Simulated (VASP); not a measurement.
An input for Ansatz (written as the equivalent of a VASP run, and not itself run):

Ansatz 0.2 input:
```yaml
crystal:
  lattice:
    - [3.6270000, 0.0000000, 0.0000000]
    - [0.0000000, 3.6270000, 0.0000000]
    - [0.0000000, 0.0000000, 3.6270000]
  atoms:
    - { symbol: Mg, position: [0.0000000, 0.0000000, 0.0000000] }
    - { symbol: Te, position: [0.5000000, 0.5000000, 0.5000000] }
kpoints:
  mp_grid: { grid: [7, 7, 7] }
hamiltonian:
  xc: pbesol
  pseudopotentials: { kind: paw }
scf:
  occupations: { method: gaussian, width: 0.05 }
  max_iter: 100
relax:
  max_steps: 60
  f_tol: 0.01
  cell: {}
output: { forces: true, stress: true, eigenvalues: true }
```

Problem. Translate this input to VASP (INCAR, KPOINTS, POSCAR, choice of POTCAR).

Solution. Several could match; the one computed here: 
### INCAR
```
LREAL = F   ! projection in real space or not
NELM = 100   ! most electronic steps
ALGO = Normal   ! blocked Davidson
LASPH = T
LCHARG = F
ENCUT = 400
EDIFF = 1E-6
LMAXMIX = 4
ISMEAR = 0   ! Gaussian
EDIFFG = -0.01   ! ionic stop
IBRION = 2
PREC = Accurate
ISIF = 3   ! ions, shape and volume
NSW = 60
LWAVE = F
SYSTEM = MgTe
GGA = PS
SIGMA = 0.05   ! width (eV)
```

File POSCAR:
```
MgTe
1
    3.6270000000     0.0000000000     0.0000000000
    0.0000000000     3.6270000000     0.0000000000
    0.0000000000     0.0000000000     3.6270000000
Mg Te
1 1
Direct
  0.0000000000   0.0000000000   0.0000000000
  0.5000000000   0.5000000000   0.5000000000
```

**KPOINTS**
```
Automatic
0
G
 7 7 7
```

POTCAR, in this order: Mg Te (PBE.64 set). Program: vasp_std.

The two are equivalent in intent, not identical: each code has its own PAW files, so the cut-off isn't converted (ENCUT is set for VASP's; basis.ecutwfc is left out, and Ansatz then takes the one that its files recommend); Ansatz stops its SCF on the density residual and VASP on the energy change (EDIFF).

The structure was generated: MgTe was put into the CsCl type type (Pm-3m), which need not be its known phase. This run relaxes it. Symmetry was kept, so distortions that lower it aren't found.
